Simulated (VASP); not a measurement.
PmS:

```xyz
2
Lattice="3.7551 0.0000 0.0000 -1.8776 3.2520 0.0000 0.0000 0.0000 3.6648" Properties=species:S:1:pos:R:3 pbc="T T T"
Pm    0.0000    0.0000    0.0000
S     1.8776    1.0840    1.8324
```

The cell comes from a database or a generator and needn't be the stable form of this composition.

Base run:

| Property | Result |
| --- | --- |
| Program | VASP 6.6.1 |
| Functional | PBEsol |
| Potentials or basis | VASP PAW PBE potentials, release 64 (Pm, S) |
| Cutoff | 520 eV |
| k mesh | 6 × 6 × 5 |
| Occupations | gaussian, width 0.05 eV |
| Spin | collinear spin, ferromagnetic start |
| Starting moments | [4.0, 0.0] μB |
| Hubbard terms | Pm f U = 7 eV |

Its results: pressure 2.9 GPa; site moments Pm +4.27; S -0.05 μB.

Task: The run is repeated on the same cell with these changes: further incar settings from ALGO = Normal; EDIFF = 1e-06; NBANDS = 22 to ALGO = Fast; EDIFF = 1e-07; NBANDS = 22; fixed moment from none to 4 μB. What comes out?

Result: Pressure 1.5 GPa; site moments Pm +3.96; S -0.04 μB.

Caveats: the magnetic or orbital state may not be the lowest; the PAW data sets were made with another functional, which shifts forces and pressure a little; the total moment is fixed, so each spin has its own Fermi level (some runs).
